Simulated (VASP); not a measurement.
Crystal: PtSe2.

```xyz
3
Lattice="3.7240 0.0000 0.0000 -1.8620 3.2251 0.0000 0.0000 0.0000 5.0620" Properties=species:S:1:pos:R:3 pbc="T T T"
Pt    0.0000    0.0000    0.0000
Se    0.0000    2.1501    1.2655
Se    1.8620    1.0750    3.7965
```

```yaml
Program: VASP 6.6.1
Task: relaxation of cell and atoms
Functional: PBE
Dispersion: D3(BJ)
Potentials_or_basis: VASP PAW PBE potentials, release 64 (Pt, Se)
Cutoff: 520 eV
k_mesh: 3 × 3 × 1
Occupations: gaussian, width 0.02 eV
Spin: no spin polarisation
```

At the start: pressure 1.9 GPa; volume 20.27 Å³/atom.

How do energy, volume and symmetry change on relaxing?

Over 12 steps the energy falls by 17.1 meV/atom and the volume is 19.77 Å³/atom (-2.4 %); space group P-3m1 (No. 164, to 0.05 Å).

The path:
| step | energy change (eV) | largest force (eV/Å) | pressure (GPa) | volume (Å³) |
| --- | --- | --- | --- | --- |
| 1 | 0.0000 | 0.7896 | 1.94 | 60.80 |
| 2 | -0.0015 | 0.1591 | -4.70 | 62.98 |
| 3 | -0.0214 | 0.2874 | -1.62 | 61.88 |
| 4 | -0.0402 | 0.1592 | -0.92 | 60.84 |
| 5 | -0.0478 | 0.0101 | -0.04 | 59.69 |
| 6 | -0.0510 | 0.0112 | -0.08 | 59.43 |
| 7 | -0.0512 | 0.0188 | -0.08 | 59.34 |
| 8 | -0.0512 | 0.0180 | -0.09 | 59.35 |
| 9 | -0.0511 | 0.0172 | 0.21 | 59.25 |
| 10 | -0.0512 | 0.0040 | 0.03 | 59.31 |
| 11 | -0.0512 | 0.0052 | 0.02 | 59.31 |
| 12 | -0.0512 | 0.0020 | 0.01 | 59.32 |

Final structure:
```
CELL_PARAMETERS angstrom
3.71179 0.00000 0.00000
-1.85590 3.21451 0.00000
0.00000 0.00000 4.97200
ATOMIC_POSITIONS crystal
Pt 0.00000 0.00000 0.00000
Se 0.33333 0.66667 0.26476
Se 0.66667 0.33333 0.73524
```

Caveat: the k mesh is coarse (spacing up to 1.24 Å⁻¹), so the values aren't converged; pairwise dispersion overbinds metals, which lowers pressure and volume.
